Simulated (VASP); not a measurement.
Calculation: PBEsol GGA, VASP's PBE PAW potentials (set 64) (plane waves; VASP 6.6.1).

VASP ran on this input.

### POSCAR
```
CoGe
1
    2.8536416233     0.0000000000    -0.0000000000
   -1.4268208116     2.4713261017     0.0000000000
   -0.0000000000    -0.0000000000     3.4992490655
Co Ge
1 1
Direct
  0.0000000000   0.0000000000   0.0000000000
  0.6666670000   0.3333330000   0.5000000000
```

INCAR:
```
SYSTEM  =  CoGe
PREC  =  Accurate; ENCUT  =  400; LREAL  =  .FALSE.
LASPH  =  .TRUE.
EDIFF  =  1E-6; NELM  =  100; ALGO  =  Normal
LMAXMIX  =  4
ISMEAR  =  1; SIGMA  =  0.1
GGA  =  PS
IBRION  =  2; NSW  =  60; ISIF  =  3
EDIFFG  =  -0.01
LWAVE  =  .FALSE.; LCHARG  =  .FALSE.
```

**KPOINTS**
```
Automatic mesh
0
Gamma
13 13 9
0 0 0
```

POTCAR, in this order: Co Ge_d (PBE.64 set). Program: vasp_std.

Output

File OSZICAR:
```
       N       E                     dE             d eps       ncg     rms          rms(c)
DAV:   1     0.110452965114E+03    0.11045E+03   -0.95001E+03  3297   0.337E+03
DAV:   2    -0.416555646290E+01   -0.11462E+03   -0.11266E+03  3220   0.444E+02
DAV:   3    -0.139942755347E+02   -0.98287E+01   -0.97625E+01  3514   0.116E+02
DAV:   4    -0.141888639966E+02   -0.19459E+00   -0.19453E+00  3734   0.172E+01
DAV:   5    -0.141957716513E+02   -0.69077E-02   -0.69076E-02  4173   0.284E+00    0.114E+01
DAV:   6    -0.160038591309E+02   -0.18081E+01   -0.39423E+01  3207   0.751E+01    0.139E+01
DAV:   7    -0.129707717697E+02    0.30331E+01   -0.15940E+01  3171   0.560E+01    0.203E+00
DAV:   8    -0.129574623507E+02    0.13309E-01   -0.45355E-01  3479   0.602E+00    0.923E-01
DAV:   9    -0.129468245506E+02    0.10638E-01   -0.36992E-02  4304   0.274E+00    0.176E-01
DAV:  10    -0.129459818290E+02    0.84272E-03   -0.21676E-03  4033   0.883E-01    0.697E-02
DAV:  11    -0.129459622827E+02    0.19546E-04   -0.24654E-04  4636   0.235E-01    0.353E-02
DAV:  12    -0.129459617019E+02    0.58088E-06   -0.11861E-05  4406   0.637E-02    0.117E-02
DAV:  13    -0.129459607353E+02    0.96655E-06   -0.60488E-06  2691   0.355E-02
   1 F= -.12945961E+02 E0= -.12945668E+02  d E =-.129460E+02
       N       E                     dE             d eps       ncg     rms          rms(c)
DAV:   1    -0.129478680135E+02   -0.19063E-02   -0.28333E-02  3304   0.350E+00    0.339E-01
DAV:   2    -0.129484557902E+02   -0.58778E-03   -0.29626E-02  3193   0.233E+00    0.362E-01
DAV:   3    -0.129461670686E+02    0.22887E-02   -0.14391E-02  3206   0.160E+00    0.109E-01
DAV:   4    -0.129459526109E+02    0.21446E-03   -0.67243E-04  4304   0.401E-01    0.244E-02
DAV:   5    -0.129459416255E+02    0.10985E-04   -0.33637E-05  3931   0.126E-01    0.121E-02
DAV:   6    -0.129459402924E+02    0.13331E-05   -0.28484E-06  2619   0.321E-02    0.345E-03
DAV:   7    -0.129459402582E+02    0.34133E-07   -0.21692E-07  1652   0.897E-03
   2 F= -.12945940E+02 E0= -.12945655E+02  d E =0.204771E-04
       N       E                     dE             d eps       ncg     rms          rms(c)
DAV:   1    -0.129466165697E+02   -0.67628E-03   -0.94286E-03  3304   0.203E+00    0.195E-01
DAV:   2    -0.129468139941E+02   -0.19742E-03   -0.99023E-03  3200   0.134E+00    0.209E-01
DAV:   3    -0.129460474139E+02    0.76658E-03   -0.48359E-03  3206   0.924E-01    0.626E-02
DAV:   4    -0.129459782416E+02    0.69172E-04   -0.21996E-04  4265   0.230E-01    0.140E-02
DAV:   5    -0.129459741932E+02    0.40484E-05   -0.11574E-05  3916   0.739E-02    0.682E-03
DAV:   6    -0.129459736122E+02    0.58101E-06   -0.84290E-07  1659   0.179E-02
   3 F= -.12945974E+02 E0= -.12945684E+02  d E =-.128769E-04
       N       E                     dE             d eps       ncg     rms          rms(c)
DAV:   1    -0.129460096924E+02   -0.35499E-04   -0.53451E-04  3325   0.482E-01    0.466E-02
DAV:   2    -0.129460206296E+02   -0.10937E-04   -0.56401E-04  3207   0.320E-01    0.500E-02
DAV:   3    -0.129459768906E+02    0.43739E-04   -0.27504E-04  3206   0.221E-01    0.149E-02
DAV:   4    -0.129459731948E+02    0.36959E-05   -0.12542E-05  4241   0.548E-02    0.339E-03
DAV:   5    -0.129459729140E+02    0.28078E-06   -0.58805E-07  1631   0.177E-02
   4 F= -.12945973E+02 E0= -.12945682E+02  d E =-.121787E-04
       N       E                     dE             d eps       ncg     rms          rms(c)
DAV:   1    -0.129459843605E+02   -0.11166E-04   -0.15507E-04  3353   0.258E-01    0.254E-02
DAV:   2    -0.129459878246E+02   -0.34641E-05   -0.16444E-04  3207   0.173E-01    0.270E-02
DAV:   3    -0.129459751095E+02    0.12715E-04   -0.80782E-05  3206   0.120E-01    0.827E-03
DAV:   4    -0.129459737074E+02    0.14020E-05   -0.36720E-06  2901   0.300E-02    0.179E-03
DAV:   5    -0.129459736799E+02    0.27567E-07   -0.26416E-07  1603   0.110E-02
   5 F= -.12945974E+02 E0= -.12945683E+02  d E =-.129445E-04
       N       E                     dE             d eps       ncg     rms          rms(c)
DAV:   1    -0.129459749043E+02   -0.11969E-05   -0.18717E-05  3507   0.892E-02    0.889E-03
DAV:   2    -0.129459752053E+02   -0.30093E-06   -0.20127E-05  3205   0.606E-02    0.947E-03
DAV:   3    -0.129459736343E+02    0.15709E-05   -0.98869E-06  2974   0.419E-02    0.290E-03
DAV:   4    -0.129459735359E+02    0.98478E-07   -0.40864E-07  1575   0.107E-02
   6 F= -.12945974E+02 E0= -.12945683E+02  d E =-.128006E-04
```

File OUTCAR:
```
------------------------ aborting loop because EDIFF is reached ----------------------------------------
  FORCE on cell =-STRESS in cart. coord.  units (eV):
  Direction    XX          YY          ZZ          XY          YZ          ZX
  --------------------------------------------------------------------------------------
  Total       -0.0186229     -0.0186229      0.0022060     -0.0000000      0.0000000      0.0000000
  in kB       -1.2100978     -1.2100977      0.1433410     -0.0000000      0.0000000      0.0000000
  external PRESSURE =      -0.7589515 kB  Pullay stress =       0.0000000 kB
  volume of cell :       24.66
      direct lattice vectors                 reciprocal lattice vectors
     2.852694345 -0.000000000 -0.000000000     0.350545792  0.202387711  0.000000000
    -1.426347173  2.470505735  0.000000000     0.000000000  0.404775421  0.000000000
    -0.000000000  0.000000000  3.498612233     0.000000000 -0.000000000  0.285827618
 POSITION                                       TOTAL-FORCE (eV/Angst)
 -----------------------------------------------------------------------------------
      0.00000      0.00000      0.00000        -0.000000      0.000000      0.000000
      1.42635      0.82350      1.74931         0.000000      0.000000     -0.000000
 -----------------------------------------------------------------------------------
    total drift:                               -0.000602      0.000348      0.000000
  FREE ENERGIE OF THE ION-ELECTRON SYSTEM (eV)
  ---------------------------------------------------
  free  energy   TOTEN  =       -12.9459735359 eV

  energy  without entropy=      -12.9451018124  energy(sigma->0) =      -12.94568296

 reached required accuracy - stopping structural energy minimisation
```
(Selected blocks of OUTCAR.)

**CONTCAR**
```
CoGe
   1.00000000000000
     2.8526943453387879   -0.0000000000000192   -0.0000000000000000
    -1.4263471726194270    2.4705057349583743    0.0000000000000000
    -0.0000000000000000    0.0000000000000000    3.4986122328472065
  Co              Ge
     1     1
Direct
     0.0000000000000000    0.0000000000000000    0.0000000000000000
     0.6666669999999968    0.3333330000000032    0.5000000000000000
```

The structure was generated: CoGe was put into the WC type (P-6m2), which need not be its known phase. This run relaxes it. Symmetry was kept, so distortions that lower it aren't found. The start is the result of an earlier pass. The run is not spin-polarised, so no magnetic state was tried. The electron count is odd and the run is not spin-polarised, which forces a metal.
